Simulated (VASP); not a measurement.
Consider the following.

```xyz
2
Lattice="2.5740 0.0000 0.0000 0.0000 2.5740 0.0000 0.0000 0.0000 2.5740" Properties=species:S:1:pos:R:3 pbc="T T T"
Fe     0.0000     0.0000     0.0000
O      1.2870     1.2870     1.2870
```
Starting moments (μB, in the order of the record's atoms Fe O): 4.0 0.0.

Calculation: PBEsol GGA, VASP's PBE PAW potentials (set 64) (plane waves; VASP 6.6.1). Numerical set-up: 520 eV cut-off, 13×13×13 Γ-centred mesh, first-order Methfessel-Paxton smearing of 0.10 eV, potentials Fe O.

Energy and stress use the plane-wave basis of the starting cell. The moments were started parallel, and other spin orders were not tried in this run.

Question: The ions, cell shape and volume are relaxed. What does this cell relax into?

Answer: 
```xyz
2
Lattice="2.6111 0.0000 0.0000 0.0000 2.6111 0.0000 0.0000 0.0000 2.6111" Properties=species:S:1:pos:R:3 pbc="T T T"
Fe     0.0000     0.0000     0.0000
O      1.3056     1.3056     1.3056
```
Space group Pm-3m (221), at a tolerance of 0.03 Å. The cell ends with 4.01 μB, on the sites 3.52 0.39 μB.

Question: How do energy and volume change from the first to the last step?

Answer: The energy (σ→0) changes by -11.8 meV/atom and the volume by +4.4 %, in 3 ionic steps.

```tsv
step	E(σ→0) (eV)	max force (eV/Å)	pressure (GPa)	volume (Å³)
1	-15.3086	0.000	10.15	17.05
2	-15.3173	0.000	-7.32	18.42
3	-15.3322	0.000	0.02	17.80
```

The structure was generated: FeO was put into the CsCl type type (Pm-3m), which need not be its known phase. This run relaxes it. Symmetry was kept, so distortions that lower it aren't found.
